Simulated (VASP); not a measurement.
Wanted: an ASE script for a VASP 6.6.1 run.

- Task: density of states
- Functional: PBEsol
- Dispersion: D3
- Potentials or basis: VASP PAW PBE potentials, release 64 (Bi_d, Fe, Mg)
- Cutoff: 520 eV
- k mesh: 6 × 5 × 5
- Occupations: methfessel-paxton, width 0.2 eV
- Spin: collinear spin, ferromagnetic start
- Starting moments: [0.0, 3.0, 0.0, 0.0, 0.0, 0.0, 0.0, 0.0] μB
- Further INCAR settings: ALGO = Normal; EDIFF = 1.00e-07; NBANDS = 32

The structure of Mg6FeBi lies in Mg6FeBi.xyz:

```xyz
8
Lattice="4.6462090711 0.0000000000 0.0000000000 0.0000000000 2.9378653385 5.0731201324 0.0000000000 -2.9378653385 5.0731201324" Properties=species:S:1:pos:R:3 pbc="T T T"
Bi     2.3231045356      0.0000000000      6.8058443136
Fe     0.0000000000      0.0000000000      8.5981269252
Mg     2.3231045356      0.0000000000      1.7093066587
Mg     2.3231045356      1.5407928554      4.1867039979
Mg     2.3231045356     -1.5407928554      4.1867039979
Mg     0.0000000000      0.0000000000      3.3883876676
Mg     0.0000000000      1.5473149165      5.8549386760
Mg     0.0000000000     -1.5473149165      5.8549386760
```

The cell comes from a database or a generator and needn't be the stable form of this composition.

The cell isn't the ideal one: volume scaled by 0.8.

These files were run (other wordings do the same):

run.py

```python
from ase.calculators.vasp import Vasp
from ase.dft.dos import DOS
from ase.io import read

atoms = read('Mg6FeBi.xyz')
atoms.set_initial_magnetic_moments([0.0, 3.0, 0.0, 0.0, 0.0, 0.0, 0.0, 0.0])
calc = Vasp(
    directory='calc',
    xc='pbesol',
    pp='PBE',
    setups='recommended',
    prec='Accurate',
    encut=520,
    ediff=1e-07,
    ismear=1,
    sigma=0.2,
    lreal=False,
    lasph=True,
    nelm=120,
    algo='Normal',
    isif=2,
    lwave=False,
    lcharg=False,
    ispin=2,
    lorbit=11,
    lmaxmix=4,
    ivdw=11,
    kpts=[6, 5, 5],
    gamma=True,
    nbands=32,
)
atoms.calc = calc

print('energy (eV):', atoms.get_potential_energy())
print('free energy (eV):', atoms.get_potential_energy(force_consistent=True))
print('forces (eV/A):')
print(atoms.get_forces())
print('stress (eV/A^3, Voigt):', atoms.get_stress())
print('Fermi level (eV):', calc.get_fermi_level())
print('moment (muB):', atoms.get_magnetic_moment())
print('site moments (muB):', atoms.get_magnetic_moments())
dos = DOS(calc, width=0.05, window=(-10, 10), npts=201)
print('E - E_F (eV), DOS (1/eV)')
for e, g in zip(dos.get_energies(), dos.get_dos()):
    print(f'{e:8.3f} {g:10.4f}')
```

Potentials or basis: VASP PAW PBE potentials, release 64 (Bi_d, Fe, Mg).

Run with:

```bash
$ python run.py
```

It gave:

```yaml
Pressure: 9.6 GPa
Largest_force: 0.233 eV/Å
Band_gap_on_the_k_mesh: none (metal or under the smearing width)
Net_moment: 1.49 μB per cell
Site_moments: Bi -0.04; Fe +1.82; Mg +0.01, -0.02, -0.01 μB
Valence_electrons_inside_the_program's_atomic_spheres: Bi 13.09; Fe 7.02; Mg 0.44, 0.43, 0.42
Dispersion_energy_per_atom: -0.252 eV
```

Caveat: the PAW data sets were made with another functional, which shifts forces and pressure a little; spin-orbit coupling is left out, which moves the levels of the heavy elements; pairwise dispersion overbinds metals, which lowers pressure and volume.

Run time: 4.8 min on 1 thread of Intel(R) Xeon(R) Platinum 8488C (Sapphire Rapids), with other jobs on the host, peak memory 0.52 GiB.
